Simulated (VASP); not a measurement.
Data:

```
PtTe2
1.0
    2.01500    -3.49008     0.00000
    2.01500     3.49008     0.00000
    0.00000     0.00000     5.22000
Te Pt
2 1
Cartesian
  2.01500   1.16336   1.32588
  2.01500  -1.16336   3.89412
  0.00000   0.00000   0.00000
```

Method: PBE GGA, VASP's PBE PAW potentials (set 64) (plane waves; VASP). Settings: 400 eV cut-off, 8×8×6 Γ-centred mesh, first-order Methfessel-Paxton smearing of 0.10 eV, potentials Te Pt.

Unless said otherwise, spin-orbit coupling is left out, though it shifts the bands of the heavy elements here.

Problem. Estimate the energy per atom (σ→0), pressure, band gap (on the k-mesh) with the smallest direct gap where there is one.

Solution. 
```json
{
 "band gap (on the k-mesh)": "none (metal, semimetal or under 0.01 eV)",
 "energy per atom (σ→0)": "-4.502 eV/atom",
 "pressure": "5.59 GPa"
}
```

The absolute energy has meaning only against runs of the same code, potentials and settings.

The compound is PtTe2 in the 1T layered structure. The cell was not relaxed at this level.
